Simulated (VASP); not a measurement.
Output of a VASP run:

File OSZICAR:
```
       N       E                     dE             d eps       ncg     rms          rms(c)
DAV:   1    -0.642736154408E+03   -0.64274E+03   -0.84206E+00   640   0.796E+00    0.399E+00
DAV:   2    -0.642772395292E+03   -0.36241E-01   -0.16918E-01   720   0.942E-01    0.240E+00
DAV:   3    -0.642757740230E+03    0.14655E-01   -0.17875E-02   728   0.320E-01    0.131E+00
DAV:   4    -0.642753279110E+03    0.44611E-02   -0.48170E-03   720   0.174E-01    0.694E-01
DAV:   5    -0.642752033802E+03    0.12453E-02   -0.11371E-03   712   0.879E-02    0.371E-01
DAV:   6    -0.642751667909E+03    0.36589E-03   -0.26861E-04   712   0.440E-02    0.200E-01
DAV:   7    -0.642751559220E+03    0.10869E-03   -0.66819E-05   696   0.229E-02    0.108E-01
DAV:   8    -0.642751526401E+03    0.32820E-04   -0.15743E-05   408   0.118E-02    0.603E-02
DAV:   9    -0.642751516842E+03    0.95584E-05   -0.59773E-06   400   0.814E-03
   1 F= -.64275152E+03 E0= -.64275152E+03  d E =-.297977E-12  mag=     2.0000
```

**OUTCAR**
```
------------------------ aborting loop because EDIFF is reached ----------------------------------------
  volume of cell :      365.00
      direct lattice vectors                 reciprocal lattice vectors
     7.146555159  0.000000000  0.000000000     0.139927556  0.000000000  0.000000000
     0.000000000  7.146555159  0.000000000     0.000000000  0.139927556  0.000000000
     0.000000000  0.000000000  7.146555159     0.000000000  0.000000000  0.139927556
 POSITION                                       TOTAL-FORCE (eV/Angst)
 -----------------------------------------------------------------------------------
      3.57370      7.14111      7.14533         0.027078      0.033318      0.034504
      4.45581      0.91094      0.91512         0.031118     -0.118522     -0.122017
      5.35390      1.79616      0.01570         0.003128     -0.007748      0.036062
      6.23893      2.69407      0.91513         0.121056     -0.031855     -0.119342
      5.35388      0.01154      1.80016         0.005023      0.033674     -0.004151
      6.23886      0.91109      2.69796         0.120354     -0.121022     -0.026658
      0.00018      0.00313      0.00734         0.006852     -0.000690      0.000707
      0.88821      0.89678      0.90091        -0.007934     -0.018397     -0.018630
      1.78054      1.78367      7.14247         0.025063      0.028083      0.025031
      2.67997      2.67324      0.89802        -0.092954      0.025334     -0.097186
      3.58176      3.56821      0.00613         0.004322      0.004200      0.018431
      4.47710      4.46993      0.89823        -0.036857      0.091657     -0.097188
      5.36629      5.36946      7.14267        -0.026722     -0.025587      0.023748
      6.25306      6.26199      0.90107         0.016193      0.002646     -0.017301
      1.78059      7.13825      1.78792         0.022867      0.029309      0.022285
      2.67988      0.89393      2.67729        -0.089809     -0.098828      0.030671
      3.49128      1.73128      1.73550         0.003148      0.000195     -0.004255
      5.41864      3.65851      1.73577         0.004714     -0.004071     -0.005029
      6.25597      4.47002      2.67737         0.097078      0.088747      0.032224
      3.58177      0.00188      3.57243         0.000914      0.023570     -0.001571
      4.47690      0.89411      4.47404        -0.028077     -0.102914      0.092815
      5.41860      1.73154      3.66258         0.002843     -0.005872     -0.001841
      6.25588      2.67314      4.47405         0.099775      0.032016      0.094134
      5.36629      7.13849      5.37360        -0.030874      0.030794     -0.024513
      6.25304      0.89706      6.26631         0.016647     -0.020410     -0.000347
      0.00871      3.57610      7.14546        -0.032625     -0.018382      0.031757
      0.89472      4.46518      0.88934         0.015717      0.001156     -0.009911
      1.79419      5.35572      7.14349        -0.005083      0.007250      0.005974
      2.68477      6.25505      0.88924        -0.005333     -0.016060     -0.005183
      7.13845      1.79597      1.80004        -0.033263     -0.003793     -0.004435
      0.89540      2.67996      2.68395         0.014304      0.001613      0.004243
      1.78391      3.57493      1.77644        -0.001222     -0.004196     -0.006006
      2.68534      4.46433      2.63495        -0.058944      0.067769     -0.036439
      3.57497      5.36594      1.77657         0.006397     -0.002757     -0.009798
      4.47005      6.25440      2.68398        -0.008591     -0.012835      0.006763
      0.00864      7.14151      3.58022        -0.034519      0.029914     -0.020768
      0.89465      0.88538      4.46926         0.018328     -0.012328      0.002977
      1.78387      1.77237      3.57909         0.002094     -0.002267     -0.006940
      2.68554      2.63082      4.46841        -0.066379     -0.038059      0.067756
      4.51917      4.46446      4.46844         0.035253      0.061655      0.066915
      5.37762      5.36609      3.57920         0.009018      0.000622     -0.005573
      6.26487      6.25532      4.46945         0.010331     -0.016825     -0.002738
      1.79417      7.13934      5.35997        -0.008053      0.005278      0.000985
      2.68482      0.88510      6.25918        -0.005126     -0.010206     -0.012925
      3.57493      1.77232      5.36997         0.006885     -0.002736      0.002182
      4.47000      2.67991      6.25847        -0.007107      0.005624     -0.015061
      5.37764      3.57502      5.37013         0.005650     -0.003398     -0.001151
      6.26494      4.46525      6.25927         0.009182     -0.002059     -0.009902
      0.01147      5.36934      1.78792        -0.025657     -0.021325      0.026121
      0.89794      6.25200      2.68225         0.004234     -0.008018     -0.007425
      0.00146      3.56823      3.57252        -0.018718     -0.001707     -0.003205
      0.90413      4.45848      4.46270        -0.003390      0.009726      0.008812
      1.79635      5.35364      3.56553        -0.007395      0.007084     -0.005598
      2.69152      6.24590      4.46256        -0.008329      0.003772      0.012891
      0.01147      1.78383      5.37357        -0.026736      0.028731     -0.023373
      0.89794      2.67819      6.25604         0.007231     -0.008636     -0.007009
      1.79646      3.56141      5.35785        -0.007335     -0.007671      0.003920
      2.69170      4.45847      6.25016        -0.014632      0.006788      0.003484
      3.58853      5.35352      5.35780         0.009400      0.009632      0.002942
      4.47176      6.25190      6.25600         0.006757     -0.005477     -0.004883
      0.01073      5.35584      5.36001        -0.005640      0.006821      0.003452
      0.89918      6.25075      6.25486         0.002683     -0.003271     -0.003579
...
```
(Selected blocks of OUTCAR.)

**POSCAR**
```
BC62
1
    7.1465551589     0.0000000000     0.0000000000
    0.0000000000     7.1465551589     0.0000000000
    0.0000000000     0.0000000000     7.1465551589
C B
62 1
Direct
  0.5000584447   0.9992386813   0.9998280900
  0.6234908249   0.1274649330   0.1280506563
  0.7491587700   0.2513319175   0.0021969709
  0.8729976472   0.3769749696   0.1280520943
  0.7491555140   0.0016147371   0.2518922085
  0.8729880797   0.1274870507   0.3775193153
  0.0000253023   0.0004375206   0.0010277051
  0.1242848034   0.1254835931   0.1260623716
  0.2491470567   0.2495839185   0.9994277419
  0.3750018971   0.3740603103   0.1256581236
  0.5011872285   0.4992911164   0.0008573611
  0.6264699985   0.6254665375   0.1256867167
  0.7508915407   0.7513354186   0.9994558350
  0.8749756286   0.8762251941   0.1260850092
  0.2491538398   0.9988383304   0.2501786184
  0.3749885271   0.1250852813   0.3746265530
  0.4885268645   0.2422543204   0.2428439752
  0.7582168004   0.5119264743   0.2428820804
  0.8753819413   0.6254786137   0.3746380966
  0.5011889073   0.0002625187   0.4998816900
  0.6264413203   0.1251103023   0.6260412213
  0.7582120190   0.2422898766   0.5124955936
  0.8753699967   0.3740453064   0.6260429530
  0.7508913322   0.9988711171   0.7519148278
  0.8749722956   0.1255232640   0.8768291703
  0.0012190524   0.5003951922   0.9998473263
  0.1251966293   0.6248012330   0.1244432619
  0.2510567079   0.7494132924   0.9995704924
  0.3756738377   0.8752537789   0.1244298560
  0.9988657999   0.2513050734   0.2518750153
  0.1252917165   0.3749996079   0.3755585318
  0.2496181530   0.5002306091   0.2485730117
  0.3757532845   0.6246831004   0.3687016419
  0.5002366623   0.7508429811   0.2485916228
  0.6254832012   0.8751632683   0.3755628734
  0.0012096448   0.9992935934   0.5009708406
  0.1251855354   0.1238896482   0.6253728304
  0.2496122655   0.2480034465   0.5008137064
  0.3757804443   0.3681247037   0.6252532300
  0.6323564496   0.6247009942   0.6252575694
  0.7524779003   0.7508631840   0.5008280597
  0.8766272994   0.8752917074   0.6253987434
  0.2510536848   0.9989902852   0.7500071137
  0.3756800476   0.1238492389   0.8758322111
  0.5002306883   0.2479962497   0.7514067925
  0.6254768264   0.3749936646   0.8757326759
  0.7524794783   0.5002431236   0.7514298361
  0.8766374764   0.6248116045   0.8758442647
  0.0016056645   0.7513182087   0.2501790537
  0.1256458514   0.8748268022   0.3753204043
  0.0002046087   0.4992938580   0.4998937318
  0.1265125805   0.6238638783   0.6244546092
  0.2513582198   0.7491224319   0.4989165223
  0.3766172175   0.8739736778   0.6244347166
  0.0016045749   0.2496069578   0.7519106180
  0.1256461805   0.3747518920   0.8753925529
  0.2513741839   0.4983400761   0.7497112261
  0.3766432734   0.6238622154   0.8745694237
  0.5021338114   0.7491044640   0.7497033385
  0.6257220866   0.8748130439   0.8753862055
  0.0015020149   0.7494299698   0.7500133913
  0.1258197903   0.8746519437   0.8752266401
  0.4977895753   0.5026706965   0.5032480797
```

Q: Reconstruct the remaining input files.

A: One answer among several that fit: the input of the run itself, HSE06 screened hybrid, plane waves, VASP's PBE PAW potentials (set 64).

### INCAR
```
! general
SYSTEM  =BC62
PREC    =Normal
ENCUT   =400   ! plane-wave cut-off (eV)
LREAL   =Auto
LASPH   =.TRUE.   ! aspherical one-centre terms
ISYM    =0
NELECT  =252.0

! electronic loop
EDIFF   =1E-5
NELM    =50
NELMIN  =4
ALGO    =Normal

! smearing
ISMEAR  =0
SIGMA   =0.05   ! width (eV)

! functional
GGA     =PE   ! PBE
LHFCALC =.TRUE.
AEXX    =0.25
HFSCREEN=0.2   ! 1/Angstrom
PRECFOCK=Fast

! spin
ISPIN   =2   ! spin-polarised
MAGMOM  =63*0.0317
NUPDOWN =2

! ions
ISIF    =0

! output
LWAVE   =.FALSE.
LCHARG  =.FALSE.
LORBIT  =10
```

File KPOINTS:
```
kpoints
0
Gamma
  1 1 1
0 0 0
```

POTCAR, in this order: C B (PBE.64 set). Program: vasp_gam. Read from the step before: WAVECAR.

The cell is charged, with a uniform compensating background. The supercell is sampled at Γ alone, which is coarse: total energies, pressure and levels can be off, energies of defects by several tenths of an eV.

The cell is a supercell with a defect, built from C (diamond): B_C-vac_C, charge -1. The cell's shape comes from a PBE relaxation.
